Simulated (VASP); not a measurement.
## Sn: relaxation of shape and atoms at fixed volume with PBEsol

The system is Sn.

```
CELL_PARAMETERS angstrom
-2.95199 2.95199 1.60193
2.95199 -2.95199 1.60193
2.95199 2.95199 -1.60193
ATOMIC_POSITIONS crystal
Sn 0.00000 0.00000 0.00000
Sn 0.75000 0.25000 0.50000
```

The cell isn't the ideal one: a relaxed cell with its volume scaled by 1.04.

| Item | Value |
| --- | --- |
| Program | VASP 6.6.1 |
| Task | relaxation of shape and atoms at fixed volume |
| Functional | PBEsol |
| Potentials or basis | VASP PAW PBE potentials, release 64 (Sn_d) |
| Cutoff | 600 eV |
| k mesh | 12 × 12 × 12 |
| Occupations | gaussian, width 0.03 eV |
| Spin | no spin polarisation |
| Further INCAR settings | ALGO = Normal; EDIFF = 1e-07; IBRION = 2; EDIFFG = -0.01; NSW = 40; ISIF = 4 |

```json
{
  "Energy gained by relaxing": "0.1 meV/atom",
  "Ionic steps": "2",
  "Pressure after relaxing": "-2.0 GPa",
  "Band gap on the k mesh": "none (metal or under the smearing width)"
}
```

Stress tensor (GPa, compression positive):
```
-2.02  0.00  0.00
 0.00 -2.02  0.00
 0.00  0.00 -1.94
```

The path:
```tsv
step	energy change (eV)	largest force (eV/Å)	pressure (GPa)
1	0.0000	0.0000	-2.01
2	-0.0001	0.0000	-1.99
```

Final structure:
```xyz
2
Lattice="-2.9496 2.9496 1.6045 2.9496 -2.9496 1.6045 2.9496 2.9496 -1.6045" Properties=species:S:1:pos:R:3 pbc="T T T"
Sn    0.0000    0.0000    0.0000
Sn    0.0000    2.9496    0.8022
```

Levels at points of the mesh, in eV from the Fermi level:
```tsv
k point	band 10	band 11	band 12	band 13	band 14	band 15	band 16	band 17	band 18
(0.00, 0.00, 0.00)	-21.04	-10.93	-3.74	-1.89	-1.89	3.00	6.07	6.07	6.69
(0.50, 0.00, 0.00)	-21.10	-6.86	-5.31	-2.33	-1.63	-1.07	2.27	2.78	4.55
(0.50, 0.50, 0.00)	-21.15	-8.74	-8.74	0.61	0.61	1.51	1.51	5.92	5.92
(0.50, 0.50, 0.50)	-21.21	-7.48	-7.48	-4.65	-4.65	4.97	4.97	9.09	9.09
```

Run time: 3.1 min on 1 thread of Intel(R) Xeon(R) Platinum 8259CL CPU @ 2.50GHz (Skylake/Cascade Lake) (shared host), peak memory 0.32 GiB.

Caveat: the PAW data sets were made with another functional, which shifts forces and pressure a little.
